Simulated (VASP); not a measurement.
These are PBE GGA, VASP's PBE PAW potentials (set 64) (plane waves; VASP) values and carry that method's errors.

A VASP calculation is set up with these files.

KPOINTS:
```
Automatic mesh
0
Gamma
7 7 7
0 0 0
```

### POSCAR
```
SnTe
6.4179340
  0.0000000000   0.5000000000   0.4901236130
  0.4983170597   0.0000000000   0.4901236130
  0.4983170597   0.5000000000   0.0000000000
Sn Te
1 1
Direct
  0.0000000000   0.0000000000   0.0000000000
  0.4862300000   0.5137700000   0.5137700000
```

**INCAR**
```
! general
SYSTEM =SnTe
PREC   =Low
ENCUT  =400
LREAL  =.False.
LASPH  =.True.

! electronic loop
EDIFF  =1E-6
NELM   =100
ALGO   =Normal
LMAXMIX=4

! smearing
ISMEAR =0
SIGMA  =0.05

! functional
GGA    =PE

! ions
ISIF   =2

! output
LWAVE  =.False.
LCHARG =.False.
```

POTCAR, in this order: Sn_d Te (PBE.64 set). Program: vasp_std.

Predict the energy per atom (σ→0).

The energy per atom (σ→0) is -3.782 eV/atom.

**OSZICAR**
```
...
DAV:   6    -0.756193326429E+01    0.57812E-01   -0.15217E-01  2216   0.291E+00    0.278E+00
DAV:   7    -0.756324289224E+01   -0.13096E-02   -0.54671E-02  2202   0.133E+00    0.840E-01
DAV:   8    -0.756368895525E+01   -0.44606E-03   -0.72944E-03  2080   0.792E-01    0.169E-01
DAV:   9    -0.756379417482E+01   -0.10522E-03   -0.59309E-04  2250   0.260E-01    0.374E-02
DAV:  10    -0.756380935612E+01   -0.15181E-04   -0.80302E-05  1898   0.802E-02    0.207E-02
DAV:  11    -0.756381688549E+01   -0.75294E-05   -0.35419E-05  1990   0.488E-02    0.218E-02
DAV:  12    -0.756381645898E+01    0.42651E-06   -0.25187E-06  2070   0.105E-02
   1 F= -.75638165E+01 E0= -.75638165E+01  d E =-.458972E-14
```

The compound is SnTe in the rock salt structure, which distorts at low temperature. The cell was not relaxed at this level, atoms are displaced from their ideal sites. The run is one of a series of settings (PREC = Low against the base run), some of them coarse on purpose.
